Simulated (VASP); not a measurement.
**HCN: equation of state with PBE**

HCN:

```xyz
3
Lattice="-2.3161 2.3161 2.1599 2.3161 -2.3161 2.1599 2.3161 2.3161 -2.1599" Properties=species:S:1:pos:R:3 pbc="T T T"
N     0.0000    0.0000    1.1747
C     0.0000    0.0000    0.0159
H     0.0000    0.0000    3.2489
```

The cell comes from a database or a generator and needn't be the stable form of this composition.

```yaml
Program: VASP 6.6.1
Task: equation of state
Functional: PBE
Potentials_or_basis: VASP PAW PBE potentials, release 64 (N, C, H)
Cutoff: 520 eV
k_mesh: 8 × 8 × 8
Occupations: fermi-dirac, width 0.05 eV
Spin: no spin polarisation
Further_INCAR_settings: ALGO = Normal; EDIFF = 1e-07; NBANDS = 12
```

| Quantity | Value |
| --- | --- |
| Equilibrium volume | 15.56 Å³/atom |
| Bulk modulus at fixed shape and positions | 81 GPa |
| Pressure derivative of the bulk modulus | 3.6 |

Energy against volume, from the lowest point:
```tsv
volume (Å³/atom)	energy (meV/atom)
14.521	19.13
14.830	9.02
15.139	2.76
15.448	0.00
15.757	0.43
16.066	3.79
16.375	9.80
```

All runs of the series together: 110 s on 1 thread of Intel(R) Xeon(R) 6975P-C (Granite Rapids), on a shared host.

Caveat: the standard files for N, O and F lose accuracy on very short bonds; the cell was scaled at fixed shape and fractional positions, which overstates the stiffness of a crystal with free parameters, most of all of layers and chains; this functional lacks dispersion, which binds the layers, so the pressure and a relaxed spacing across them are unreliable.
